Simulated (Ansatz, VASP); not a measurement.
# Ti2CSO (Ti2COS MXene bilayer, AA) in two plane-wave programs, part 2 of 2

Aim: how closely do two programs agree when they are given the same cell, functional and k mesh? The structure shown is the start of the Ansatz relaxation below; VASP solves that cell, so the two are compared at the walk's first step.

VASP 6.6.1 and Ansatz 0.2.0.

So far: The structure; Ansatz: relaxation, LDA.

### Step 3. VASP: single point, LDA, start cell

Level of this step: LDA, zero-moment start; plane waves and PAW (S, Ti_sv, C, O) (VASP).

The same cell, functional (in two slightly different forms), mesh and smearing now go to VASP, with its own data sets.

Lines of VASP's logs that name or quote its potential files are left out, and so is its time.

Input file INCAR:

```
SYSTEM = Ti2CSO
PREC = Accurate
ENCUT = 520
EDIFF = 1E-06
NELM = 200
ISMEAR = -1
SIGMA = 0.05
LREAL = .FALSE.
ALGO = Normal
GGA = CA
NBANDS = 55
ISPIN = 2
MAGMOM = -0 0 0 0 -0 -0 -0 0 -0 0
LASPH = .TRUE.
LMAXMIX = 4
LORBIT = 11
LWAVE = .FALSE.
LCHARG = .FALSE.
ISIF = 2
LDIPOL = .TRUE.
IDIPOL = 3
DIPOL = 0.5 0.5 0.503
LVHAR = .TRUE.
GGA_COMPAT = .FALSE.
NELMDL = -8
KPAR = 2
```

Input file POSCAR:

```
Ti2CSO
1.0
    3.1002400000      0.0000000000      0.0000000000
   -1.5501200000      2.6848870000      0.0000000000
    0.0000000000      0.0000000000     58.0015520000
S Ti C O
2 4 2 2
Direct
    0.3333332092      0.6666664184      0.3836104248
    0.3333332092      0.6666664184      0.5254303540
    0.6666666046      0.3333332092      0.4134540055
    0.3333332092      0.6666664184      0.4556346699
    0.6666666046      0.3333332092      0.5552739347
    0.3333332092      0.6666664184      0.5974545991
    0.0000000000      0.0000000000      0.4345443377
    0.0000000000      0.0000000000      0.5763642669
    0.6666666046      0.3333332092      0.4745696460
    0.6666666046      0.3333332092      0.6163895752
```

Input file KPOINTS:

```
Automatic mesh
0
Gamma
12 12 1
0 0 0
```

The projector-augmented-wave data sets are S, Ti_sv, C and O (LDA family, release 64).

On the command line:

```bash
$ mpirun -np 2 vasp_std
```

Numbers of over 12 decimals in the logs are rounded to 6 here.

What it wrote:

```text
[banner, memory and clock lines left out]
running    2 mpi-ranks, on    1 nodes
 distrk:  each k-point on    1 cores,    2 groups
 distr:  one band on    1 cores,    1 groups

 POSCAR found type information on POSCAR S TiC O
 POSCAR found :  4 types and      10 ions
 LDA part: xc-table for (Slater(with rela. corr.)+CA(PZ))
 , standard interpolation
|                                                                             |
|           W    W    AA    RRRRR   N    N  II  N    N   GGGG   !!!           |
|           W    W   A  A   R    R  NN   N  II  NN   N  G    G  !!!           |
|           W    W  A    A  R    R  N N  N  II  N N  N  G       !!!           |
|           W WW W  AAAAAA  RRRRR   N  N N  II  N  N N  G  GGG   !            |
|           WW  WW  A    A  R   R   N   NN  II  N   NN  G    G                |
|           W    W  A    A  R    R  N    N  II  N    N   GGGG   !!!           |
|                                                                             |
|     One of the lattice vectors is very long (>50 A), but AMIN is rather     |
|     large. This can spoil convergence since charge sloshing might occur     |
|     along the long lattice vector. If problems with convergence are         |
|     observed, try to decrease AMIN to a smaller value (e.g. 0.01).          |
|     Note: This warning only applies if the self-consistency cycle is        |
|     used.                                                                   |
|                                                                             |

 POSCAR, INCAR and KPOINTS ok, starting setup
 FFT: planning ... GRIDC
 FFT: planning ... GRID_SOFT
 FFT: planning ... GRID
 WAVECAR not read
 entering main loop
       N       E                     dE             d eps       ncg     rms          rms(c)
DAV:   1     0.896958471252E+03    0.89696E+03   -0.38678E+04  4900   0.128E+03
DAV:   2     0.362240436542E+02   -0.86073E+03   -0.83025E+03  4930   0.387E+02
DAV:   3    -0.972047451947E+02   -0.13343E+03   -0.13057E+03  6085   0.143E+02
DAV:   4    -0.111379658058E+03   -0.14175E+02   -0.14115E+02  6504   0.419E+01
DAV:   5    -0.112687455564E+03   -0.13078E+01   -0.13074E+01  6197   0.110E+01
DAV:   6    -0.112733957332E+03   -0.46502E-01   -0.46500E-01  6514   0.249E+00
DAV:   7    -0.112736228671E+03   -0.22713E-02   -0.22713E-02  6250   0.423E-01
DAV:   8    -0.112736265821E+03   -0.37149E-04   -0.37149E-04  6505   0.721E-02    0.350E+01
DAV:   9    -0.958579569139E+02    0.16878E+02   -0.15099E+02  5721   0.712E+01    0.231E+01
DAV:  10    -0.156568622691E+03   -0.60711E+02   -0.21254E+02  6830   0.663E+01    0.469E+01
DAV:  11    -0.948805690415E+02    0.61688E+02   -0.22061E+02  6163   0.419E+01    0.135E+01
DAV:  12    -0.918899013490E+02    0.29907E+01   -0.36437E+01  5547   0.187E+01    0.105E+01
DAV:  13    -0.909697469271E+02    0.92015E+00   -0.11729E+01  6165   0.170E+01    0.602E+00
DAV:  14    -0.908616372950E+02    0.10811E+00   -0.29938E+00  5944   0.143E+01    0.453E+00
[...]
DAV:  30    -0.898997884047E+02   -0.10626E-04   -0.11370E-05  5544   0.170E-02    0.124E-02
DAV:  31    -0.898997948818E+02   -0.64771E-05   -0.57132E-06  4937   0.130E-02    0.658E-03
DAV:  32    -0.898998466157E+02   -0.51734E-04   -0.44574E-06  4480   0.112E-02    0.318E-03
DAV:  33    -0.898998731776E+02   -0.26562E-04   -0.44727E-06  4897   0.119E-02    0.431E-03
DAV:  34    -0.898998856433E+02   -0.12466E-04   -0.86980E-07  3192   0.434E-03    0.513E-03
DAV:  35    -0.898998935018E+02   -0.78586E-05   -0.31291E-07  2936   0.320E-03    0.362E-03
DAV:  36    -0.898998999286E+02   -0.64267E-05   -0.36410E-07  3248   0.238E-03    0.300E-03
DAV:  37    -0.898999008142E+02   -0.88560E-06   -0.10898E-07  2888   0.203E-03
   1 F= -.89899901E+02 E0= -.89887806E+02  d E =-.241903E-01  mag=    -0.0007
```

Parts of OUTCAR (step 3):

```text
ion  position               nearest neighbor table
   1  0.333  0.667  0.384-   3 2.49   3 2.49   3 2.49
   2  0.333  0.667  0.525-   5 2.49   5 2.49   5 2.49
   3  0.667  0.333  0.413-   7 2.17   7 2.17   7 2.17   1 2.49   1 2.49   1 2.49
   4  0.333  0.667  0.456-   9 2.10   9 2.10   9 2.10   7 2.17   7 2.17   7 2.17
   5  0.667  0.333  0.555-   8 2.17   8 2.17   8 2.17   2 2.49   2 2.49   2 2.49
   6  0.333  0.667  0.597-  10 2.10  10 2.10  10 2.10   8 2.17   8 2.17   8 2.17
   7  0.000  0.000  0.435-   4 2.17   3 2.17   3 2.17   4 2.17   4 2.17   3 2.17
   8  0.000  0.000  0.576-   6 2.17   5 2.17   5 2.17   6 2.17   6 2.17   5 2.17
   9  0.667  0.333  0.475-   4 2.10   4 2.10   4 2.10
  10  0.667  0.333  0.616-   6 2.10   6 2.10   6 2.10

  LATTYP: Found a hexagonal cell.
 ALAT       =     3.1002400000
 C/A-ratio  =    18.7087296467

 Subroutine GETGRP returns: Found  6 space group operations
 (whereof  6 operations were pure point group operations)

The static configuration has the point symmetry C_3v.

 Found     19 irreducible k-points:

   k-points           NKPTS =     19   k-points in BZ     NKDIM =     19   number of bands    NBANDS=     55

   dimension x,y,z NGX =    24 NGY =   24 NGZ =  432
   dimension x,y,z NGXF=    48 NGYF=   48 NGZF=  864

   ENCUT  =  520.0 eV  38.22 Ry    6.18 a.u.   5.76  5.76107.84*2*pi/ulx,y,z

   NELECT =      80.0000    total number of electrons

 k-points in reciprocal lattice and weights: Automatic mesh
   0.00000000  0.00000000  0.00000000       0.007
   0.08333333 -0.00000000  0.00000000       0.042
   0.16666667 -0.00000000  0.00000000       0.042
   0.25000000 -0.00000000  0.00000000       0.042
   0.33333333 -0.00000000  0.00000000       0.042
   0.41666667 -0.00000000  0.00000000       0.042
   0.50000000 -0.00000000  0.00000000       0.021
   0.08333333  0.08333333  0.00000000       0.042
   0.16666667  0.08333333  0.00000000       0.083
[...]
0.33333333  0.25000000  0.00000000       0.083
   0.33333333  0.33333333  0.00000000       0.014

 dipolmoment           0.000000      0.000000      0.070607 electrons x Angstroem

 average (electrostatic) potential at core
       1 -94.8369       2 -94.8258       3 -84.1426       4 -84.7791       5 -84.1109
       6 -84.7097       7 -61.4756       8 -61.4228       9 -79.1903      10 -79.0559

 E-fermi :  -3.3531

 spin component 1
 k-point     1 :       0.0000    0.0000    0.0000
  band No.  band energies     occupation
    ...
     32      -4.8857      1.00000
     33      -4.8277      1.00000
     34      -4.8127      1.00000
     35      -4.8127      1.00000
     36      -4.2858      1.00000
     37      -2.6759      0.00000
     38      -2.6759      0.00000
     39      -2.6083      0.00000
     40      -2.6083      0.00000
     41      -2.4078      0.00000
    ...

 k-point     2 :       0.0833   -0.0000    0.0000
  band No.  band energies     occupation
    ...
     33      -4.9244      1.00000
     34      -4.8497      1.00000
     35      -4.5727      1.00000
     36      -4.1994      1.00000
     37      -3.3548      0.50871
     38      -3.2905      0.22245
     39      -3.0332      0.00166
     40      -2.9766      0.00054
     41      -2.6021      0.00000
     42      -2.5265      0.00000
    ...

 k-point     3 :       0.1667   -0.0000    0.0000
  band No.  band energies     occupation
    ...
     35      -4.8076      1.00000
     36      -4.6430      1.00000
     37      -4.2499      1.00000
     38      -4.0948      1.00000
     39      -3.3831      0.64557
     40      -3.3335      0.40347
     41      -2.9436      0.00028
     42      -2.8542      0.00005
     43      -1.9443      0.00000
     44      -1.8730      0.00000
    ...

 k-point     4 :       0.2500   -0.0000    0.0000
  band No.  band energies     occupation
    ...
     36      -5.1472      1.00000
     37      -4.6551      1.00000
     38      -4.5217      1.00000
     39      -3.6045      0.99349
     40      -3.5543      0.98242
     41      -3.3050      0.27669
     42      -3.1931      0.03917
     43      -1.7443      0.00000
     44      -1.6784      0.00000
     45      -1.5913      0.00000
    ...

 k-point     5 :       0.3333   -0.0000    0.0000
  band No.  band energies     occupation
    ...
     38      -4.7992      1.00000
     39      -3.7292      0.99946
     40      -3.6743      0.99838
     41      -3.5692      0.98689
     42      -3.4484      0.87051
     43      -1.4924      0.00000
     44      -1.4415      0.00000
     45      -1.4130      0.00000
     46      -1.3771      0.00000
     47      -0.8850      0.00000
    ...

 k-point     6 :       0.4167   -0.0000    0.0000
  band No.  band energies     occupation
    ...
     38      -4.8917      1.00000
     39      -3.7771      0.99979
     40      -3.7172      0.99931
     41      -3.7130      0.99925
     42      -3.5902      0.99136
     43      -1.4993      0.00000
     44      -1.4217      0.00000
     45      -1.1768      0.00000
     46      -1.1078      0.00000
     47      -0.6929      0.00000
    ...

  Total      -12.2119973    -12.2120009    -14.5853756     -0.0000000      0.0000000      0.0000000
  in kB      -40.5262425    -40.5262546    -48.4024404     -0.0000000      0.0000000      0.0000000
  external PRESSURE =     -43.1516458 kB  Pullay stress =       0.0000000 kB

  energy-cutoff  :      520.00
  volume of cell :      482.79
      direct lattice vectors                 reciprocal lattice vectors
     3.100240000  0.000000000  0.000000000     0.322555673  0.186227577  0.000000000
    -1.550120000  2.684887000  0.000000000     0.000000000  0.372455154  0.000000000
     0.000000000  0.000000000 58.001552000     0.000000000  0.000000000  0.017240918

 POSITION                                       TOTAL-FORCE (eV/Angst)
 -----------------------------------------------------------------------------------
      0.00000      1.78992     22.25000         0.000000      0.000000      1.764595
      0.00000      1.78992     30.47578        -0.000000      0.000000      1.598752
      1.55012      0.89496     23.98097        -0.000000      0.000000     -0.879299
      0.00000      1.78992     26.42752         0.000000      0.000000      3.092828
      1.55012      0.89496     32.20675         0.000000     -0.000000     -0.815489
      0.00000      1.78992     34.65329        -0.000000     -0.000000      3.458750
      0.00000      0.00000     25.20425        -0.000000     -0.000000     -1.057844
      0.00000      0.00000     33.43002        -0.000000     -0.000000     -1.150600
      1.55012      0.89496     27.52578         0.000000     -0.000000     -2.837071
      1.55012      0.89496     35.75155        -0.000000     -0.000000     -3.174624
 -----------------------------------------------------------------------------------
    total drift:                                0.000000      0.004939     -0.000562

  FREE ENERGIE OF THE ION-ELECTRON SYSTEM (eV)
  ---------------------------------------------------
  free  energy   TOTEN  =       -89.8999008142 eV

  energy  without entropy=      -89.8757105155  energy(sigma->0) =      -89.88780566

 vacuum level on the upper side and lower side of the slab         4.344         2.810

 total charge
# of ion       s       p       d       tot
------------------------------------------
    1        1.374   2.271   0.000   3.645
    2        1.379   2.252   0.000   3.631
    3        2.193   6.213   1.931  10.338
    4        2.192   6.227   1.804  10.223
    5        2.194   6.214   1.929  10.337
    6        2.192   6.228   1.800  10.220
    7        0.881   1.517   0.000   2.398
    8        0.881   1.517   0.000   2.398
    9        1.565   3.329   0.000   4.894
   10        1.568   3.318   0.000   4.886
--------------------------------------------------
tot         16.419  39.086   7.465  62.969

 magnetization (x)
# of ion       s       p       d       tot
------------------------------------------
    1        0.000  -0.000   0.000  -0.000
    2        0.000  -0.000   0.000  -0.000
    3        0.000  -0.000  -0.000  -0.000
    4       -0.000  -0.000  -0.000  -0.000
    5        0.000  -0.000  -0.000  -0.000
    6        0.000  -0.000  -0.000  -0.000
    7        0.000   0.000   0.000   0.000
    8        0.000   0.000   0.000   0.000
    9        0.000   0.000   0.000   0.000
   10        0.000   0.000   0.000   0.000
--------------------------------------------------
tot          0.000  -0.000  -0.000  -0.000

[... 6 further parts left out ...]
```

This run allows spin, but its moments start at zero, where symmetry between the spins tends to hold them, although Ti can carry a moment.

### Step 4. Comparison

Known differences besides the potentials themselves: the two LDA forms differ slightly; Ansatz cuts the interaction across the vacuum, VASP repeats the sheet with a dipole correction; the cutoff is 420 eV in Ansatz and 520 eV in VASP; VASP's log shows a relativistic correction to its local exchange, Ansatz's none. Total energies have different zeros and are not compared.

Forces (eV/Å; atoms numbered as in POSCAR):

```csv
atom,"Ansatz x, y, z","VASP x, y, z"
S1,"0.000, 0.000, 1.775","0.000, 0.000, 1.765"
S2,"0.000, 0.000, 1.611","0.000, 0.000, 1.599"
Ti3,"0.000, 0.000, -0.848","0.000, 0.000, -0.879"
Ti4,"0.000, 0.000, 3.112","0.000, 0.000, 3.093"
Ti5,"0.000, 0.000, -0.786","0.000, 0.000, -0.815"
Ti6,"0.000, 0.000, 3.472","0.000, 0.000, 3.459"
C7,"0.000, 0.000, -1.056","0.000, 0.000, -1.058"
C8,"0.000, 0.000, -1.147","0.000, 0.000, -1.151"
O9,"0.000, 0.000, -2.901","0.000, 0.000, -2.837"
O10,"0.000, 0.000, -3.233","0.000, 0.000, -3.175"
```

The forces differ by 18 meV/Å r.m.s., which is 1.4 % of the r.m.s. force of 1.281 eV/Å (both taken over all components). Moments aren't recorded for both runs of this pair, so they may hold unlike magnetic states. With vacuum in the cell, a pressure given here is an average over mostly empty space and none of the material.

### Step 5. Summary of results

| Item | Value |
| --- | --- |
| r.m.s. force difference (single point, LDA, start cell) | 1.4 % of the r.m.s. force |

In words: The r.m.s. force difference is 1.4 % of the r.m.s. force (single point, LDA, start cell), within the 3 % picked in this series as the mark of a large difference. 1 further run of this series is not shown here. How closely two codes agree says nothing of how well the functional describes the real material.

[Lines on the potential files, build, host, timing and source positions are cut from VASP's logs without a mark.]

[Logs are printed without paths, hosts, clocks, repeated set-up lines and the standing remarks that a program may print on its own settings, such as how far it seeks lower states.]

[Hosts, paths, dates, database ids (printed as entryN), source tags and the programs' standing remarks are cut or masked in the printed files.]
